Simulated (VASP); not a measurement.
Calculation: r2SCAN meta-GGA, VASP's PBE PAW potentials (set 64) (plane waves; VASP 6.6.1).

Input for VASP

**INCAR**
```
ALGO = Normal
EDIFF = 1E-6
EDIFFG = -0.01
ENCUT = 400
IBRION = 2
ISIF = 3
ISMEAR = 1
LASPH = .True.
LCHARG = .False.
LMAXMIX = 4
LMIXTAU = .True.
LREAL = .False.
LWAVE = .False.
METAGGA = R2SCAN
NELM = 100
NSW = 60
PREC = Accurate
SIGMA = 0.1
SYSTEM = Ge
```

**KPOINTS**
```
Automatic mesh
0
Gamma
14 14 14
0 0 0
```

### POSCAR
```
Ge
1
   -1.6685900440     1.6685900440     1.6685900440
    1.6685900440    -1.6685900440     1.6685900440
    1.6685900440     1.6685900440    -1.6685900440
Ge
1
Direct
  0.0000000000   0.0000000000   0.0000000000
```

POTCAR, in this order: Ge_d (PBE.64 set). Program: vasp_std.

The resulting files:

**OSZICAR**
```
       N       E                     dE             d eps       ncg     rms          rms(c)
DAV:   1     0.387156925877E+02    0.38716E+02   -0.67143E+03  2417   0.318E+03
DAV:   2    -0.109276751489E+02   -0.49643E+02   -0.47957E+02  2368   0.358E+02
DAV:   3    -0.146404555563E+02   -0.37128E+01   -0.36721E+01  2572   0.663E+01
DAV:   4    -0.146943477457E+02   -0.53892E-01   -0.53879E-01  2495   0.884E+00
DAV:   5    -0.146949793582E+02   -0.63161E-03   -0.63161E-03  2555   0.102E+00    0.123E+00
DAV:   6    -0.130879958584E+02    0.16070E+01   -0.20133E-01  2573   0.991E+00    0.604E-01
DAV:   7    -0.133255980965E+02   -0.23760E+00   -0.67826E-02  2327   0.371E+00    0.385E-01
DAV:   8    -0.132920347083E+02    0.33563E-01   -0.40722E-02  2303   0.152E+00    0.709E-02
DAV:   9    -0.132991840430E+02   -0.71493E-02   -0.92388E-03  2336   0.705E-01    0.442E-02
DAV:  10    -0.132955405138E+02    0.36435E-02   -0.20989E-03  2510   0.537E-01    0.342E-02
DAV:  11    -0.132977893395E+02   -0.22488E-02   -0.47092E-04  2663   0.443E-01    0.161E-02
DAV:  12    -0.132993395554E+02   -0.15502E-02   -0.12404E-03  2312   0.283E-01    0.115E-02
DAV:  13    -0.132993431564E+02   -0.36010E-05   -0.21553E-05  2544   0.351E-02    0.130E-02
DAV:  14    -0.132993718695E+02   -0.28713E-04   -0.92557E-06  2393   0.252E-02    0.131E-02
DAV:  15    -0.132993849434E+02   -0.13074E-04   -0.21966E-05  2609   0.710E-02    0.173E-02
DAV:  16    -0.132993930246E+02   -0.80812E-05   -0.29255E-05  2423   0.575E-02    0.167E-02
DAV:  17    -0.132993952465E+02   -0.22219E-05   -0.24151E-06  2297   0.154E-02    0.175E-02
DAV:  18    -0.132993970385E+02   -0.17920E-05   -0.66227E-07  1799   0.690E-03    0.199E-02
DAV:  19    -0.132993944507E+02    0.25879E-05   -0.31356E-07  1153   0.124E-02    0.157E-02
DAV:  20    -0.132993903490E+02    0.41016E-05   -0.84365E-07  1150   0.231E-02    0.931E-03
DAV:  21    -0.132993868676E+02    0.34815E-05   -0.49857E-07  1168   0.171E-02    0.381E-03
DAV:  22    -0.132993852820E+02    0.15856E-05   -0.13865E-07  1159   0.810E-03    0.115E-03
DAV:  23    -0.132993849277E+02    0.35432E-06   -0.16670E-08  1144   0.165E-03
   1 F= -.13299385E+02 E0= -.13299327E+02  d E =-.132994E+02
```

### OUTCAR
```
------------------------ aborting loop because EDIFF is reached ----------------------------------------
  FORCE on cell =-STRESS in cart. coord.  units (eV):
  Direction    XX          YY          ZZ          XY          YZ          ZX
  --------------------------------------------------------------------------------------
  Total        0.0071354      0.0071354      0.0071354     -0.0000000      0.0000000      0.0000000
  in kB        0.6152051      0.6152051      0.6152051     -0.0000000      0.0000000      0.0000000
  external PRESSURE =       0.6152051 kB  Pullay stress =       0.0000000 kB
  volume of cell :       18.58
      direct lattice vectors                 reciprocal lattice vectors
    -1.668590044  1.668590044  1.668590044     0.000000000  0.299654191  0.299654191
     1.668590044 -1.668590044  1.668590044     0.299654191  0.000000000  0.299654191
     1.668590044  1.668590044 -1.668590044     0.299654191  0.299654191  0.000000000
 POSITION                                       TOTAL-FORCE (eV/Angst)
 -----------------------------------------------------------------------------------
      0.00000      0.00000      0.00000        -0.000000      0.000000      0.000000
 -----------------------------------------------------------------------------------
    total drift:                                0.000000     -0.000000      0.000000
  FREE ENERGIE OF THE ION-ELECTRON SYSTEM (eV)
  ---------------------------------------------------
  free  energy   TOTEN  =       -13.2993849277 eV

  energy  without entropy=      -13.2992104607  energy(sigma->0) =      -13.29932677

 reached required accuracy - stopping structural energy minimisation
```
(Selected blocks of OUTCAR.)

The structure was generated: Ge was put into the bcc type (Im-3m), which need not be its known phase. It was relaxed first, which changed the volume by -5 %. The start is the result of an earlier pass.
